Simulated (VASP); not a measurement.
```xyz
8
Lattice="-3.2206 3.2206 6.3699 3.2206 -3.2206 6.3699 3.2206 3.2206 -6.3699" Properties=species:S:1:pos:R:3 pbc="T T T"
In     0.0000     0.0000     6.3699
In     3.2206     0.0000     3.1849
Ag     0.0000     0.0000     0.0000
Ag     0.0000     3.2206     3.1849
Te     1.5868     1.6103     1.5925
Te    -1.6103     1.6338     4.7774
Te     1.6338     1.6103     7.9624
Te     4.8309     1.5868    -1.5925
```

All values below come from PBE GGA, VASP's PBE PAW potentials (set 64) (plane waves; VASP). Numerical set-up: 300 eV cut-off, 3×3×3 Γ-centred mesh, Fermi-Dirac smearing of 0.10 eV, potentials In_d Ag Te.

At this cut-off the stress carries a Pulay error, which pulls relaxed volumes low. Unless said otherwise, spin-orbit coupling is left out, though it shifts the bands of the heavy elements here.

**Question.** Estimate the energy per atom (σ→0), pressure, band gap (on the k-mesh) with the smallest direct gap where there is one.

**Answer.** 
```json
{
 "band gap (on the k-mesh)": "0.22 eV",
 "smallest direct gap (on the k-mesh)": "0.22 eV",
 "energy per atom (σ→0)": "-3.163 eV/atom",
 "pressure": "2.49 GPa"
}
```

Only differences to runs with the same potentials and settings are physical.

The structure comes from a computed database's InAgTe2 entry; how it stands against other phases isn't given here. The cell was not relaxed at this level. The k-mesh is coarse (spacing up to 0.46 per Å, 2π included), so the numbers may not be converged in it.
